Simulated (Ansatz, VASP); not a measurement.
# ZnPS3 in two plane-wave programs

One calculation is typed for both programs; each brings its own data sets. How far apart do they land? The cell is taken from a series of runs on this material, whose earlier steps may have relaxed, scaled, displaced or heated it; both programs get it as it stands.

Main program and level: Ansatz 0.2.0; plane waves, with VASP 6.6.1 beside it; G0W0 gap at r2SCAN.

## 1. Set-up

Symmetry: C2/m, No. 12, monoclinic system. The conventional cell has a = 5.848 Å, b = 10.137 Å, c = 6.591 Å, α = 90.00°, β = 107.04°, γ = 90.00°. Nearest to Zn lie 6 S at 2.50 to 2.51 Å. Nearest to P lie 3 S at 2.03 Å and 1 P at 2.19 Å. S has 1 P at 2.03 Å and 2 Zn at 2.50 Å nearest. Nearest to S lie 1 P at 2.03 Å and 2 Zn at 2.51 Å. Farther neighbours and most contacts between anions are not listed.

## 2. Ansatz: G0W0 gap, r2SCAN

Ansatz runs on its default PAW (the set named soft_2) files.

Quasiparticle shifts depend on high empty states and on the cores, so they are the hardest test of two PAW sets.

Input file input.yaml:

```yaml
crystal:
  lattice:
    - [2.9241439516, -5.0686337764, 0.0002131003]
    - [2.9241439516, 5.0686337764, 0.0002131003]
    - [-1.9314010456, 0.0, 6.30138264]
  atoms:
    - { symbol: Zn, position: [0.6674819479, 0.3325180521, 0.0] }
    - { symbol: Zn, position: [0.3325180521, 0.6674819479, 0.0] }
    - { symbol: P, position: [0.9420357264, 0.9420357264, 0.8265338672] }
    - { symbol: P, position: [0.0579642736, 0.0579642736, 0.1734661328] }
    - { symbol: S, position: [0.5801548021, 0.9164201668, 0.7487598531] }
    - { symbol: S, position: [0.0835798332, 0.4198451979, 0.2512401469] }
    - { symbol: S, position: [0.7465943414, 0.7465943414, 0.2505942246] }
    - { symbol: S, position: [0.2534056586, 0.2534056586, 0.7494057754] }
    - { symbol: S, position: [0.4198451979, 0.0835798332, 0.2512401469] }
    - { symbol: S, position: [0.9164201668, 0.5801548021, 0.7487598531] }
kpoints:
  mp_grid: { grid: [4, 4, 2] }
hamiltonian:
  xc: r2scan
scf:
  occupations: { method: fixed }
gw:
  n_empty_bands: 362
  ecut_chi: 90
  qp_bands: [v3, c3]
  qp_kpoints: band_edges
  screening: { model: contour_deformation }
```

Started as:

```
$ ansatz run input.yaml --threads 8 --pin off --max-ram 55296MiB --backend cuda --events-out ev --progress --plain --runs-dir out --devices 1 --max-vram 24GiB
```

Numbers of over 12 decimals in the logs are rounded to 6 here.

Log:

```text
GPUs: using 1 of 1 available (devices: 1).
Engine: ansatz 0.2.0, x86_64-unknown-linux-gnu
Pseudopotentials: kind: paw
Pseudopotential: Zn, paw, valence charge 12, recommended cutoff 500 eV (meta_gga), Zn.paw.azcp
Pseudopotential: P, paw, valence charge 5, recommended cutoff 500 eV (meta_gga), P.paw.azcp
Pseudopotential: S, paw, valence charge 6, recommended cutoff 500 eV (meta_gga), S.paw.azcp
Functional definition: r2SCAN
  parameter k0 = 0.174
  parameter k1 = 0.065
  parameter a1 = 4.9479
  exchange = r2scan_x(k0 = k0, k1 = k1, a1 = a1)
  correlation = r2scan_c
concurrent solve slots: 7 of 8 are kept, ahead of what memory takes: no pass of the eigensolver takes more rounds on 7
device memory: the entry about to start is reckoned to put 6.1 GiB on a device that reports 78.6 GiB free (of which the cap on the GPU budget leaves the run 24.0 GiB)
GPU FFT provider: cuFFT
GPU libraries: cuBLAS 13.8.2, cuFFT 12.4.0, cuSOLVER 12.3.4
Crystal: 10 atoms, lattice volume = 186.795 Å³
Basis set: ecut = 500 eV, 4747 PW (Γ), exchange–correlation on 180×180×200 points (64 copies of the dense FFT grid, shifted against one another)
Bands: 45, of which v1, the nominal top of the filled ones, is band 35 counted from 1 (34 counted from 0)
Symmetry: 4 space group operations
Space group: C2/m (ITA 12), of the structure as read, at distance tolerance 5.7e-5 Å
k-points: 14 of 32
Non-local potential: Zn, projectors of the file, l = 0: 2, l = 1: 2, l = 2: 3, l = 3: 1
Non-local potential: P, projectors of the file, l = 0: 2, l = 1: 2, l = 2: 2
Non-local potential: S, projectors of the file, l = 0: 2, l = 1: 2, l = 2: 2
PAW form: soft (Blöchl's): semilocal exchange-correlation on the pseudo side does not see the compensation charge
PAW frozen core: Zn, regenerated for the run's functional (the file was generated under x = pbe(κ = 0.804, μ = 0.219515), c = pbe(β = 0.066725))
PAW frozen core: P, regenerated for the run's functional (the file was generated under x = pbe(κ = 0.804, μ = 0.219515), c = pbe(β = 0.066725))
PAW frozen core: S, regenerated for the run's functional (the file was generated under x = pbe(κ = 0.804, μ = 0.219515), c = pbe(β = 0.066725))
PAW one-centre angular grid: Zn, 590 points (default); XC on 261 of its mesh's 2673 points in the sphere
PAW one-centre angular grid: P, 302 points (default); XC on 160 Gauss nodes
PAW one-centre angular grid: S, 302 points (default); XC on 160 Gauss nodes
Initial density: superposition of atomic densities (neutral atoms: chi_scale 0, normalization atom), corrected by the library's trained network
Initial wavefunctions: pseudopotential atomic-orbital guess
GPU buffer pool allocated for 101250 grid points (all kernels)
GPU transforms: local potential and band sums: pruned to the plane-wave sphere, on 45×45×50
Functional: x = r2scan, c = r2scan; τ floored in thin density (d = 2e-4 eV/Å³)
SCF iter   1: F=—  HF=-13609.543304 eV  |F-HF|=—  |Δ(HF+E_count)|=         —  Δρ=1.12e-2  dr2=1.82e-1  dr2_τ=1.25e-1  ethr=1.77e-3  ⟨swp⟩=5.3  Hψ=2731  notcnv=0  defer=84
preconditioner: auto → Resta (q_TF=auto, 2.317 Å⁻¹)  ε∞=5.3  [insulator: Δε(μ)=2.888 eV  Ē_g=11.011 eV  n_scr=38 (ndim 8)  ℏωp=22.7 eV  f_vac=0.015  ε∞_Penn≈5.3]
SCF iter   2: F=—  HF=-13609.603621 eV  |F-HF|=—  |Δ(HF+E_count)|=   6.03e-2  Δρ=3.30e-3  dr2=1.89e-2  dr2_τ=8.91e-4  ethr=2.60e-4  ⟨swp⟩=2.1  Hψ=1168  notcnv=0  defer=107
SCF iter   3: F=—  HF=-13609.597563 eV  |F-HF|=—  |Δ(HF+E_count)|=   6.06e-3  Δρ=3.00e-3  dr2=9.65e-3  dr2_τ=1.37e-4  ethr=2.70e-5  ⟨swp⟩=3.0  Hψ=1150  notcnv=0  defer=111
SCF iter   4: F=—  HF=-13609.596111 eV  |F-HF|=—  |Δ(HF+E_count)|=   1.45e-3  Δρ=4.58e-4  dr2=3.82e-4  dr2_τ=2.97e-5  ethr=1.38e-5  ⟨swp⟩=2.1  Hψ=1001  notcnv=0  defer=112
SCF iter   5: F=—  HF=-13609.596105 eV  |F-HF|=—  |Δ(HF+E_count)|=   6.04e-6  Δρ=1.46e-4  dr2=4.97e-5  dr2_τ=2.10e-6  ethr=5.46e-7  ⟨swp⟩=2.9  Hψ=1118  notcnv=0  defer=111
SCF iter   6: F=—  HF=-13609.596120 eV  |F-HF|=—  |Δ(HF+E_count)|=   1.43e-5  Δρ=3.30e-5  dr2=2.08e-6  dr2_τ=1.13e-7  ethr=7.10e-8  ⟨swp⟩=2.0  Hψ=1035  notcnv=0  defer=54
SCF iter   7: F=—  HF=-13609.596120 eV  |F-HF|=—  |Δ(HF+E_count)|=   3.00e-7  Δρ=9.90e-6  dr2=2.52e-7  dr2_τ=6.00e-9  ethr=2.97e-9  ⟨swp⟩=2.7  Hψ=1152  notcnv=0  defer=54
SCF iter   8: F=-13609.596120 eV  HF=-13609.596120 eV  |F-HF|=8.67e-9  |Δ(HF+E_count)|=   9.42e-8  Δρ=2.43e-6  dr2=1.25e-8  dr2_τ=7.03e-10  ethr=1.43e-10  ⟨swp⟩=13.4  Hψ=2868  notcnv=0
SCF 1 converged in 8 iterations: F = -13609.596120 eV  dr2 = 1.25e-8
  greatest PAW one-centre occupation: 0.987 electrons in one spin orbital (limit 2), on the Zn atom at site 1 (counted from 0), in its partial waves of l = 2
concurrent solve slots: 7 of 8 are kept, ahead of what memory takes: no pass of the eigensolver takes more rounds on 7
[...]
k-point 1: bands = [... 31 lower, 5.1777, 5.2528, 5.8214, 5.8829, 9.3483, 9.9579, 10.2181, 10.3431, ... 6 higher]
  k-point 2: bands = [... 31 lower, 5.1065, 5.2375, 5.3503, 5.5869, 9.6208, 10.0397, 10.2568, 10.4049, ... 6 higher]
  k-point 13: bands = [... 31 lower, 4.4168, 5.2149, 5.6892, 5.7684, 9.5061, 9.6384, 9.9652, 10.1765, ... 6 higher]
--- G₀W₀: contour deformation, 6 samples at zero and on the imaginary axis and 1 off it, 32 q-points, 362 empty bands' worth ---
  eigenvalues of the whole cell's RPA ε∞ on this k-mesh (on a slab, of 1 + 4πα/V) = 4.3536, 6.7689, 6.7802; static W/v taken at q = 0 is 0.180791
  gw.qp_kpoints: band_edges: 13 of 14 stored k-points solved, in 1 pass; an edge of the gap read off the rows below is read off those points alone
    valence top: of the k-points left out ik 2 came nearest to being solved in a further pass, in band 35 (counted from 1, as in the quasiparticle table): it holds the edge there only if its correction is more favourable than any solved in that band by at least 0.508 eV; those differ by 0.051 eV
    conduction bottom: of the k-points left out ik 2 came nearest to being solved in a further pass, in band 36 (counted from 1, as in the quasiparticle table): it holds the edge there only if its correction is more favourable than any solved in that band by at least 0.625 eV; those differ by 0.151 eV
    ik  band        ε_KS         Σx   Σc(E_QP)       V_xc       Z   E_QP_lin       E_QP  E_QP is
     0    33      5.3284   -18.7805     2.2738   -16.1428  0.7723     4.9628     4.9644  root
     0    34      5.7545   -20.6498     2.3625   -17.8821  0.7753     5.3475     5.3494  root
     0    35      5.8003   -20.6987     2.3474   -17.9505  0.7755     5.3978     5.3995  root
     0    36      8.9893   -10.0332    -4.0451   -14.5812  0.7977     9.4947     9.4923  root
     0    37     10.0233    -8.2979    -4.1006   -12.9623  0.7933    10.5906    10.5871  root
     0    38     10.0250    -9.8714    -4.2861   -14.7659  0.7832    10.6381    10.6334  root
     1    33      5.2528   -18.8473     2.3450   -16.1220  0.7709     4.8706     4.8724  root
     1    34      5.8214   -20.6543     2.3232   -17.9343  0.7761     5.4229     5.4246  root
     1    35      5.8829   -20.7106     2.3163   -18.0040  0.7760     5.4911     5.4928  root
     1    36      9.3483   -10.4162    -4.0850   -15.0966  0.7897     9.9476     9.9438  root
     1    37      9.9579    -8.7123    -4.1325   -13.4062  0.7920    10.5229    10.5193  root
     1    38     10.2181    -9.9400    -4.3229   -14.8896  0.7821    10.8500    10.8448  root
     3    33      5.2437   -20.4128     2.5679   -17.3836  0.7696     4.7797     4.7824  root
     3    34      5.3657   -19.5381     2.4211   -16.6968  0.7705     4.9434     4.9456  root
     3    35      5.7947   -20.6378     2.3558   -17.8718  0.7749     5.3826     5.3844  root
     3    36      9.5420    -9.8527    -4.1075   -14.6012  0.7859    10.1879    10.1831  root
     3    37      9.9741    -8.8327    -3.9502   -13.3071  0.7994    10.5011    10.4983  root
     3    38     10.1635    -8.4794    -4.0905   -13.0713  0.7918    10.6677    10.6649  root
     4    33      5.0978   -19.9000     2.5369   -16.9168  0.7678     4.6489     4.6515  root
     4    34      5.5426   -19.6879     2.2923   -16.9667  0.7752     5.1116     5.1137  root
     4    35      5.9349   -20.4568     2.4274   -17.6062  0.7734     5.5096     5.5117  root
     4    36      9.4595    -9.1596    -3.9478   -13.6507  0.7987    10.0058    10.0028  root
     4    37      9.6248    -9.6299    -4.0612   -14.3131  0.7857    10.2514    10.2468  root
     4    38      9.9595    -8.7735    -3.9951   -13.2725  0.7923    10.4662    10.4634  root
[...]
12    37      9.4767    -9.0354    -3.8768   -13.3859  0.7925     9.9527     9.9503  root
    12    38      9.6627    -9.6374    -3.9827   -14.2033  0.7893    10.2499    10.2460  root
    13    33      5.2149   -19.5886     2.4722   -16.6765  0.7692     4.7725     4.7750  root
    13    34      5.6892   -19.5683     2.1877   -16.9693  0.7767     5.2760     5.2779  root
    13    35      5.7684   -20.4941     2.5141   -17.5385  0.7717     5.3245     5.3268  root
    13    36      9.5061    -9.3517    -3.9339   -13.8456  0.7970    10.0693    10.0661  root
    13    37      9.6384    -9.5539    -4.0420   -14.2113  0.7869    10.2583    10.2539  root
    13    38      9.9652    -9.9985    -4.1987   -14.8558  0.7834    10.6293    10.6238  root
```

In the SCF lines HF is the Harris–Foulkes energy and dr2 the Hartree energy of the density residual, in eV; the loop may stop once dr2 is under the threshold and the program's other checks hold. Hψ counts applications of the Hamiltonian.

[end of part 1 of 2]

[Lines on the potential files, build, host, timing and source positions are cut from VASP's logs without a mark.]

[Logs are printed without paths, hosts, clocks, repeated set-up lines and the standing remarks that a program may print on its own settings, such as how far it seeks lower states.]

[Hosts, paths, dates, database ids (printed as entryN), source tags and the programs' standing remarks are cut or masked in the printed files.]
